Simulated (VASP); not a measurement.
Input:

```
LiNaZnS2
1.0
    3.92127     0.00000     0.00000
   -1.96063     3.39592     0.00000
    0.00000     0.00000     6.74936
Na Li Zn S
1 1 1 2
Direct
  0.00000   0.00000   0.02548
  0.33333   0.66667   0.35774
  0.66667   0.33333   0.61188
  0.33333   0.66667   0.73400
  0.66667   0.33333   0.27089
```

All values below come from PBEsol GGA, VASP's PBE PAW potentials (set 64) (plane waves; VASP). Settings: 520 eV cut-off, 7×7×4 Γ-centred mesh, tetrahedra with Blöchl corrections, potentials Na_pv Li_sv Zn S.

The cores are frozen, which limits the accuracy of field gradients.

Task: Give the principal components of the electric field gradient (V/Å²) and the asymmetry η at each nucleus.

Result: 
```tsv
atom	Vxx	Vyy	Vzz	η
Na1	0.8	0.8	-1.5	0.00
Li2	-0.4	-0.4	0.9	0.01
Zn3	14.8	14.8	-29.7	0.00
S4	30.5	30.5	-61.0	0.00
S5	-42.3	-42.3	84.5	0.00
```

The structure comes from a computed database's NaLiZnS2 entry (P3m1); how it stands against other phases isn't given here. It was relaxed first.
